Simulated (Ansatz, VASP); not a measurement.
# Cu26Si (Cu wire along [110], 3 atoms a period): VASP beside Ansatz, part 2 of 3

Aim: how closely do two programs agree when they are given the same cell, functional and k mesh? Of the first pair: The structure shown is the start of the Ansatz relaxation below; VASP solves that cell, so the two are compared at the walk's first step.

VASP 6.6.1 and Ansatz 0.2.0.

So far: Set-up; Ansatz: relaxation, PBE.

## 3. VASP: single point, PBE, start cell, pair 1

Level of this step: PBE, zero-moment start; plane waves and PAW (Cu, Si) (VASP).

The same cell, functional, mesh and smearing now go to VASP, with its own data sets.

Lines of VASP's logs that name or quote its potential files are left out, and so is its time.

The input, INCAR:

```
SYSTEM = Cu26Si
PREC = Accurate
ENCUT = 520
EDIFF = 1E-06
NELM = 200
ISMEAR = -1
SIGMA = 0.1
LREAL = .FALSE.
ALGO = Normal
GGA = PE
NBANDS = 168
ISPIN = 2
MAGMOM = 0 0 0 0 0 0 0 0 0 0 0 0 0 0 0 0 0 0 0 0 0 0 0 0 0 0 0
LASPH = .TRUE.
LMAXMIX = 4
LORBIT = 11
LWAVE = .FALSE.
LCHARG = .FALSE.
ISIF = 2
GGA_COMPAT = .FALSE.
```

The input, POSCAR:

```
Cu26Si
1.0
    8.6150000000      0.0000000000      0.0000000000
    0.0000000000      9.3670000000      0.0000000000
    0.0000000000      0.0000000000     21.5689877222
Cu Si
26 1
Direct
    0.3968869414      0.3708833672      0.0000000064
    0.6008864771      0.4999892175      0.0555555510
    0.3968869414      0.6290950678      0.0000000064
    0.3968869414      0.3708833672      0.1111111022
    0.6008864771      0.4999892175      0.1666666765
    0.3968869414      0.6290950678      0.1111111022
    0.3968869414      0.3708833672      0.2222222276
    0.6008864771      0.4999892175      0.2777777787
    0.3968869414      0.6290950678      0.2222222276
    0.3968869414      0.3708833672      0.3333333530
    0.6008864771      0.4999892175      0.3888889042
    0.3968869414      0.6290950678      0.3333333530
    0.3968869414      0.3708833672      0.4444444552
    0.3968869414      0.6290950678      0.4444444552
    0.3968869414      0.3708833672      0.5555555576
    0.6008864771      0.4999892175      0.6111111086
    0.3968869414      0.6290950678      0.5555555576
    0.3968869414      0.3708833672      0.6666666597
    0.6008864771      0.4999892175      0.7222222340
    0.3968869414      0.6290950678      0.6666666597
    0.3968869414      0.3708833672      0.7777777852
    0.6008864771      0.4999892175      0.8333333363
    0.3968869414      0.6290950678      0.7777777852
    0.3968869414      0.3708833672      0.8888889106
    0.6008864771      0.4999892175      0.9444444618
    0.3968869414      0.6290950678      0.8888889106
    0.6008864771      0.4999892175      0.5000000064
```

The input, KPOINTS:

```
Automatic mesh
0
Gamma
1 1 1
0 0 0
```

The projector-augmented-wave data sets are Cu and Si (PBE family, release 64).

Run with:

```sh
mpirun -np 4 vasp_gam
```

Numbers of over 12 decimals in the logs are rounded to 6 here.

Log:

```text
[banner, memory and clock lines left out]
running    4 mpi-ranks, on    1 nodes
 distrk:  each k-point on    4 cores,    1 groups
 distr:  one band on    1 cores,    4 groups

 POSCAR found type information on POSCAR CuSi
 POSCAR found :  2 types and      27 ions
|                                                                             |
|               ----> ADVICE to this user running VASP <----                  |
|                                                                             |
|     You have a (more or less) 'large supercell' and for larger cells it     |
|     might be more efficient to use real-space projection operators.         |
|     Therefore, try LREAL= Auto in the INCAR file.                           |
|     Mind: For very accurate calculation, you might also keep the            |
|     reciprocal projection scheme (i.e. LREAL=.FALSE.).                      |
|                                                                             |

 LDA part: xc-table for (Slater+PW92), standard interpolation
 POSCAR, INCAR and KPOINTS ok, starting setup
 FFT: planning ... GRIDC
 FFT: planning ... GRID_SOFT
 FFT: planning ... GRID
 WAVECAR not read
 entering main loop
       N       E                     dE             d eps       ncg     rms          rms(c)
DAV:   1     0.257108379726E+04    0.25711E+04   -0.12598E+05   672   0.184E+03
DAV:   2     0.179360008056E+03   -0.23917E+04   -0.23419E+04   672   0.415E+02
DAV:   3    -0.631233520105E+02   -0.24248E+03   -0.22108E+03   784   0.181E+02
DAV:   4    -0.855528581383E+02   -0.22430E+02   -0.21288E+02  1008   0.615E+01
DAV:   5    -0.862330744236E+02   -0.68022E+00   -0.67235E+00  1016   0.126E+01    0.304E+01
DAV:   6    -0.797572917913E+02    0.64758E+01   -0.20792E+02   792   0.115E+02    0.176E+01
DAV:   7    -0.716758139406E+02    0.80815E+01   -0.47742E+01   824   0.732E+01    0.491E+00
DAV:   8    -0.718188138729E+02   -0.14300E+00   -0.93390E+00   824   0.428E+01    0.314E+00
DAV:   9    -0.719560020458E+02   -0.13719E+00   -0.31717E+00   952   0.249E+01    0.373E+00
DAV:  10    -0.718280707824E+02    0.12793E+00   -0.72439E-01   768   0.173E+01    0.273E+00
DAV:  11    -0.717327858400E+02    0.95285E-01   -0.84570E-01   848   0.799E+00    0.463E-01
DAV:  12    -0.717336718100E+02   -0.88597E-03   -0.11424E-01   816   0.393E+00    0.546E-01
DAV:  13    -0.717274997884E+02    0.61720E-02   -0.33594E-02   736   0.317E+00    0.372E-01
DAV:  14    -0.717240972188E+02    0.34026E-02   -0.19159E-02   928   0.133E+00    0.124E-01
[...]
DAV:  19    -0.717269866103E+02   -0.23480E-03   -0.24486E-04   840   0.237E-01    0.253E-02
DAV:  20    -0.717271850711E+02   -0.19846E-03   -0.90909E-05   960   0.148E-01    0.989E-03
DAV:  21    -0.717273659136E+02   -0.18084E-03   -0.29241E-05   976   0.705E-02    0.760E-03
DAV:  22    -0.717274469777E+02   -0.81064E-04   -0.11414E-05   728   0.610E-02    0.366E-03
DAV:  23    -0.717275045846E+02   -0.57607E-04   -0.52926E-06   656   0.185E-02    0.247E-03
DAV:  24    -0.717275323792E+02   -0.27795E-04   -0.45970E-06   664   0.205E-02    0.301E-03
DAV:  25    -0.717275365933E+02   -0.42141E-05   -0.18497E-06   472   0.135E-02    0.121E-03
DAV:  26    -0.717275367299E+02   -0.13654E-06   -0.69595E-07   448   0.811E-03
   1 F= -.71727537E+02 E0= -.71401143E+02  d E =-.652787E+00  mag=     0.0001
```

From OUTCAR (step 3):

```text
ion  position               nearest neighbor table
   1  0.397  0.371  0.000-   4 2.40  24 2.40   3 2.42   2 2.45  25 2.45
   2  0.601  0.500  0.056-  25 2.40   5 2.40   1 2.45   3 2.45   6 2.45   4 2.45
   3  0.397  0.629  0.000-   6 2.40  26 2.40   1 2.42  25 2.45   2 2.45
   4  0.397  0.371  0.111-   1 2.40   7 2.40   6 2.42   2 2.45   5 2.45
   5  0.601  0.500  0.167-   8 2.40   2 2.40   7 2.45   9 2.45   6 2.45   4 2.45
   6  0.397  0.629  0.111-   3 2.40   9 2.40   4 2.42   2 2.45   5 2.45
   7  0.397  0.371  0.222-   4 2.40  10 2.40   9 2.42   5 2.45   8 2.45
   8  0.601  0.500  0.278-   5 2.40  11 2.40   9 2.45   7 2.45  10 2.45  12 2.45
   9  0.397  0.629  0.222-   6 2.40  12 2.40   7 2.42   8 2.45   5 2.45
  10  0.397  0.371  0.333-  13 2.40   7 2.40  12 2.42  11 2.45   8 2.45
  11  0.601  0.500  0.389-  27 2.40   8 2.40  14 2.45  13 2.45  12 2.45  10 2.45
  12  0.397  0.629  0.333-  14 2.40   9 2.40  10 2.42  11 2.45   8 2.45
  13  0.397  0.371  0.444-  10 2.40  15 2.40  14 2.42  11 2.45  27 2.45
  14  0.397  0.629  0.444-  12 2.40  17 2.40  13 2.42  11 2.45  27 2.45
  15  0.397  0.371  0.556-  18 2.40  13 2.40  17 2.42  16 2.45  27 2.45
  16  0.601  0.500  0.611-  27 2.40  19 2.40  15 2.45  17 2.45  20 2.45  18 2.45
  17  0.397  0.629  0.556-  20 2.40  14 2.40  15 2.42  16 2.45  27 2.45
  18  0.397  0.371  0.667-  15 2.40  21 2.40  20 2.42  16 2.45  19 2.45
  19  0.601  0.500  0.722-  22 2.40  16 2.40  21 2.45  23 2.45  20 2.45  18 2.45
  20  0.397  0.629  0.667-  17 2.40  23 2.40  18 2.42  16 2.45  19 2.45
  21  0.397  0.371  0.778-  24 2.40  18 2.40  23 2.42  22 2.45  19 2.45
  22  0.601  0.500  0.833-  19 2.40  25 2.40  23 2.45  21 2.45  24 2.45  26 2.45
  23  0.397  0.629  0.778-  26 2.40  20 2.40  21 2.42  22 2.45  19 2.45
  24  0.397  0.371  0.889-   1 2.40  21 2.40  26 2.42  25 2.45  22 2.45
  25  0.601  0.500  0.944-   2 2.40  22 2.40   3 2.45   1 2.45  24 2.45  26 2.45
  26  0.397  0.629  0.889-   3 2.40  23 2.40  24 2.42  25 2.45  22 2.45
  27  0.601  0.500  0.500-  11 2.40  16 2.40  14 2.45  15 2.45  13 2.45  17 2.45

  LATTYP: Found a simple orthorhombic cell.
 ALAT       =     8.6150000000
 B/A-ratio  =     1.0872896111
 C/A-ratio  =     2.5036549881

 Subroutine GETGRP returns: Found  4 space group operations
 (whereof  2 operations were pure point group operations)

The static configuration has the point symmetry C_1h.
 The point group associated with its full space group is C_2v.

 Found      1 irreducible k-points:

   k-points           NKPTS =      1   k-points in BZ     NKDIM =      1   number of bands    NBANDS=    168

   dimension x,y,z NGX =    64 NGY =   70 NGZ =  160
   dimension x,y,z NGXF=   128 NGYF=  140 NGZF=  320

   ENCUT  =  520.0 eV  38.22 Ry    6.18 a.u.  16.02 17.42 40.10*2*pi/ulx,y,z

   NELECT =     290.0000    total number of electrons

 k-points in reciprocal lattice and weights: Automatic mesh
   0.00000000  0.00000000  0.00000000       1.000

 average (electrostatic) potential at core
       1 -72.7909       2 -72.9872       3 -72.7909       4 -72.7954       5 -72.9806
       6 -72.7954       7 -72.7785       8 -73.0265       9 -72.7785      10 -72.8903
      11 -73.3179      12 -72.8903      13 -73.1241      14 -73.1241      15 -73.1241
      16 -73.3179      17 -73.1241      18 -72.8903      19 -73.0265      20 -72.8903
      21 -72.7785      22 -72.9806      23 -72.7785      24 -72.7954      25 -72.9872
      26 -72.7954      27 -91.8441

 E-fermi :  -2.1845

 spin component 1
 k-point     1 :       0.0000    0.0000    0.0000
  band No.  band energies     occupation
    ...
    141      -2.8013      0.99791
    142      -2.7444      0.99631
    143      -2.6443      0.99002
    144      -2.2226      0.59402
    145      -2.2198      0.58738
    146      -2.1206      0.34542
    147      -2.0977      0.29564
    148      -2.0310      0.17716
    149      -1.7785      0.01696
    150      -1.3132      0.00016
    ...

 spin component 2
 k-point     1 :       0.0000    0.0000    0.0000
  band No.  band energies     occupation
    ...
    141      -2.8013      0.99791
    142      -2.7444      0.99631
    143      -2.6443      0.99002
    144      -2.2226      0.59402
    145      -2.2198      0.58738
    146      -2.1206      0.34541
    147      -2.0977      0.29564
    148      -2.0309      0.17716
    149      -1.7785      0.01696
    150      -1.3132      0.00016
    ...

  Total        0.9980142      3.5667707      1.3097703      0.0000000      0.0000000      0.0000000
  in kB        0.9186746      3.2832217      1.2056470      0.0000000      0.0000000      0.0000000
  external PRESSURE =       1.8025145 kB  Pullay stress =       0.0000000 kB

  energy-cutoff  :      520.00
  volume of cell :     1740.55
      direct lattice vectors                 reciprocal lattice vectors
     8.615000000  0.000000000  0.000000000     0.116076611  0.000000000  0.000000000
     0.000000000  9.367000000  0.000000000     0.000000000  0.106757767  0.000000000
     0.000000000  0.000000000 21.568987722     0.000000000  0.000000000  0.046362862

 POSITION                                       TOTAL-FORCE (eV/Angst)
 -----------------------------------------------------------------------------------
      3.41918      3.47406      0.00000         0.016733     -0.095565     -0.000000
      5.17664      4.68340      1.19828         0.066188      0.000000     -0.007815
      3.41918      5.89273      0.00000         0.016733      0.095565     -0.000000
      3.41918      3.47406      2.39655        -0.024344     -0.074556      0.012106
      5.17664      4.68340      3.59483         0.063050      0.000000     -0.005165
      3.41918      5.89273      2.39655        -0.024344      0.074556      0.012106
      3.41918      3.47406      4.79311        -0.067118     -0.096736      0.017581
      5.17664      4.68340      5.99139         0.014301      0.000000     -0.054824
      3.41918      5.89273      4.79311        -0.067118      0.096736      0.017581
      3.41918      3.47406      7.18966        -0.020964     -0.111606     -0.168205
      5.17664      4.68340      8.38794         0.178120      0.000000      0.406207
      3.41918      5.89273      7.18966        -0.020964      0.111606     -0.168205
      3.41918      3.47406      9.58622         0.116881     -0.146168      0.141872
      3.41918      5.89273      9.58622         0.116881      0.146168      0.141872
      3.41918      3.47406     11.98277         0.116881     -0.146168     -0.141872
      5.17664      4.68340     13.18105         0.178120      0.000000     -0.406207
      3.41918      5.89273     11.98277         0.116881      0.146168     -0.141872
      3.41918      3.47406     14.37932        -0.020964     -0.111606      0.168205
      5.17664      4.68340     15.57760         0.014301      0.000000      0.054824
      3.41918      5.89273     14.37932        -0.020964      0.111606      0.168205
      3.41918      3.47406     16.77588        -0.067118     -0.096736     -0.017581
      5.17664      4.68340     17.97416         0.063050      0.000000      0.005165
      3.41918      5.89273     16.77588        -0.067118      0.096736     -0.017581
      3.41918      3.47406     19.17243        -0.024344     -0.074556     -0.012106
      5.17664      4.68340     20.37071         0.066188      0.000000      0.007815
      3.41918      5.89273     19.17243        -0.024344      0.074556     -0.012106
      5.17664      4.68340     10.78449        -0.694604      0.000000     -0.000000
 -----------------------------------------------------------------------------------
    total drift:                               -0.013283     -0.000057     -0.000369

  FREE ENERGIE OF THE ION-ELECTRON SYSTEM (eV)
  ---------------------------------------------------
  free  energy   TOTEN  =       -71.7275367299 eV

  energy  without entropy=      -71.0747495794  energy(sigma->0) =      -71.40114315

 total charge
# of ion       s       p       d       tot
------------------------------------------
    1        0.475   0.210   9.237   9.922
    2        0.478   0.248   9.222   9.949
    3        0.475   0.210   9.237   9.922
    4        0.469   0.211   9.240   9.920
    5        0.470   0.250   9.226   9.946
    6        0.469   0.211   9.240   9.920
    7        0.479   0.209   9.235   9.924
    8        0.480   0.249   9.221   9.950
    9        0.479   0.209   9.235   9.924
   10        0.486   0.207   9.234   9.927
   11        0.460   0.284   9.215   9.960
   12        0.486   0.207   9.234   9.927
   13        0.477   0.226   9.242   9.945
   14        0.477   0.226   9.242   9.945
   15        0.477   0.226   9.242   9.945
   16        0.460   0.284   9.215   9.960
   17        0.477   0.226   9.242   9.945
   18        0.486   0.207   9.234   9.927
   19        0.480   0.249   9.221   9.950
   20        0.486   0.207   9.234   9.927
   21        0.479   0.209   9.235   9.924
   22        0.470   0.250   9.226   9.946
   23        0.479   0.209   9.235   9.924
   24        0.469   0.211   9.240   9.920
   25        0.478   0.248   9.222   9.949
   26        0.469   0.211   9.240   9.920
   27        0.820   0.757   0.000   1.578
--------------------------------------------------
tot         13.196   6.656 240.045 259.898

 magnetization (x)
# of ion       s       p       d       tot
------------------------------------------
    1        0.000   0.000   0.000   0.000
    2        0.000   0.000   0.000   0.000
    3        0.000   0.000   0.000   0.000
    4        0.000   0.000  -0.000   0.000
    5        0.000   0.000   0.000   0.000
    6        0.000   0.000  -0.000   0.000
    7        0.000   0.000  -0.000   0.000
    8        0.000   0.000   0.000   0.000
    9        0.000   0.000  -0.000   0.000
   10        0.000   0.000  -0.000   0.000
   11        0.000   0.000   0.000   0.000
   12        0.000   0.000  -0.000   0.000
   13        0.000   0.000   0.000   0.000
   14        0.000   0.000   0.000   0.000
   15        0.000   0.000   0.000   0.000
   16        0.000   0.000   0.000   0.000
   17        0.000   0.000   0.000   0.000
   18        0.000   0.000  -0.000   0.000
   19        0.000   0.000   0.000   0.000
   20        0.000   0.000  -0.000   0.000
   21        0.000   0.000  -0.000   0.000
   22        0.000   0.000   0.000   0.000
   23        0.000   0.000  -0.000   0.000
   24        0.000   0.000  -0.000   0.000
   25        0.000   0.000   0.000   0.000
   26        0.000   0.000  -0.000   0.000
   27        0.000   0.000   0.000   0.000
--------------------------------------------------
tot          0.000   0.000   0.000   0.000
```

## 4. Differences

Known differences besides the potentials themselves: the data sets hold 498 valence electrons in Ansatz (on its default PAW (the set named soft_2) files) and 290 in VASP; the cutoff is 340 eV in Ansatz and 520 eV in VASP; Ansatz's log warns that its cutoff lies below the recommended one. Total energies have different zeros and are not compared.

Forces on 9 of the 27 atoms, those with the largest forces and the largest differences (eV/Å; atoms numbered as in POSCAR):

```
atom         Ansatz x, y, z           VASP x, y, z
 Cu2   0.059, 0.000, -0.008   0.066, 0.000, -0.008
Cu11    0.174, 0.000, 0.406    0.178, 0.000, 0.406
Cu13   0.121, -0.143, 0.144   0.117, -0.146, 0.142
Cu14    0.121, 0.143, 0.144    0.117, 0.146, 0.142
Cu15  0.121, -0.143, -0.144  0.117, -0.146, -0.142
Cu16   0.174, 0.000, -0.406   0.178, 0.000, -0.406
Cu17   0.121, 0.143, -0.144   0.117, 0.146, -0.142
Cu25    0.059, 0.000, 0.008    0.066, 0.000, 0.008
Si27   -0.709, 0.000, 0.000   -0.695, 0.000, 0.000
```

The forces differ by 3.3 meV/Å r.m.s., which is 2.5 % of the r.m.s. force of 0.131 eV/Å (both taken over all components). Moments aren't recorded for both runs of this pair, so they may hold unlike magnetic states.

## 5. Ansatz: relaxation, PBE

This run makes the geometry at which the two programs are then compared.

The structure compared here is the end of the Ansatz relaxation.

The input, input.yaml:

```yaml
crystal:
  lattice:
    - [8.615, 0.0, 0.0]
    - [0.0, 9.367, 0.0]
    - [0.0, 0.0, 21.5689877222]
  atoms:
    - { symbol: Cu, position: [0.396886986, 0.370883344, 0.0] }
    - { symbol: Cu, position: [0.600886505, 0.499989197, 0.055555556] }
    - { symbol: Cu, position: [0.396886986, 0.62909505, 0.0] }
    - { symbol: Cu, position: [0.396886986, 0.370883344, 0.111111111] }
    - { symbol: Cu, position: [0.600886505, 0.499989197, 0.166666667] }
    - { symbol: Cu, position: [0.396886986, 0.62909505, 0.111111111] }
    - { symbol: Cu, position: [0.396886986, 0.370883344, 0.222222222] }
    - { symbol: Cu, position: [0.600886505, 0.499989197, 0.277777778] }
    - { symbol: Cu, position: [0.396886986, 0.62909505, 0.222222222] }
    - { symbol: Cu, position: [0.396886986, 0.370883344, 0.333333333] }
    - { symbol: Cu, position: [0.600886505, 0.499989197, 0.388888889] }
    - { symbol: Cu, position: [0.396886986, 0.62909505, 0.333333333] }
    - { symbol: Cu, position: [0.396886986, 0.370883344, 0.444444444] }
    - { symbol: Si, position: [0.600886505, 0.499989197, 0.5], spin: 0.3 }
    - { symbol: Cu, position: [0.396886986, 0.62909505, 0.444444444] }
    - { symbol: Cu, position: [0.396886986, 0.370883344, 0.555555556] }
    - { symbol: Cu, position: [0.600886505, 0.499989197, 0.611111111] }
    - { symbol: Cu, position: [0.396886986, 0.62909505, 0.555555556] }
    - { symbol: Cu, position: [0.396886986, 0.370883344, 0.666666667] }
    - { symbol: Cu, position: [0.600886505, 0.499989197, 0.722222222] }
    - { symbol: Cu, position: [0.396886986, 0.62909505, 0.666666667] }
    - { symbol: Cu, position: [0.396886986, 0.370883344, 0.777777778] }
    - { symbol: Cu, position: [0.600886505, 0.499989197, 0.833333333] }
    - { symbol: Cu, position: [0.396886986, 0.62909505, 0.777777778] }
    - { symbol: Cu, position: [0.396886986, 0.370883344, 0.888888889] }
    - { symbol: Cu, position: [0.600886505, 0.499989197, 0.944444444] }
    - { symbol: Cu, position: [0.396886986, 0.62909505, 0.888888889] }
magnetization:
  spin_polarized: true
kpoints:
  mp_grid: { grid: [1, 1, 1] }
scf:
  occupations: { method: fermi_dirac, width: 0.1 }
hamiltonian:
  xc: pbe
relax:
  constraints:
    - { sites: [0, 1, 2, 3, 4, 5, 6, 7, 8, 18, 19, 20, 21, 22, 23, 24, 25, 26] }
  f_tol: 0.07
  max_steps: 30
basis:
  ecutwfc: "340 eV"
```

Run with:

```sh
ansatz run input.yaml --threads 8 --pin off --max-ram 16384MiB --backend cpu --events-out ev --progress --plain --runs-dir out
```

Log:

```text
[...]
Crystal: 27 atoms, lattice volume = 1740.546 Å³
Basis set: ecut = 340 eV, 24721 PW (Γ), exchange–correlation on 108×120×270 points (8 copies of the dense FFT grid, shifted against one another)
Bands: 299, of which v1, the nominal top of the filled ones, is band 249 counted from 1 (248 counted from 0)
Symmetry: 2 space group operations
k-points: 1
[...]
- { symbol: Cu, position: [0.600886505, 0.499989197, 0.277777778] }
[...]
- { symbol: Si, position: [0.574389, 0.499989197, 0.499627] }
[...]
- { symbol: Cu, position: [0.396886986, 0.62909505, 0.777777778] }
    - { symbol: Cu, position: [0.396886986, 0.370883344, 0.888889] }
    - { symbol: Cu, position: [0.600886505, 0.499989197, 0.944444444] }
    - { symbol: Cu, position: [0.396886986, 0.62909505, 0.888889] }
[key lines of the parts left out:]
SCF converged after 5 iterations
Magnetization: 0.0001 μB (249.0000 up, 249.0000 down)
Free energy (F): -172858.640668 eV
Fermi energy:    -0.581428 eV
```

(Continued in part 3 of 3.)

[Lines on the potential files, build, host, timing and source positions are cut from VASP's logs without a mark.]

[Logs are printed without paths, hosts, clocks, repeated set-up lines and the standing remarks that a program may print on its own settings, such as how far it seeks lower states.]

[Hosts, paths, dates, database ids (printed as entryN), source tags and the programs' standing remarks are cut or masked in the printed files.]
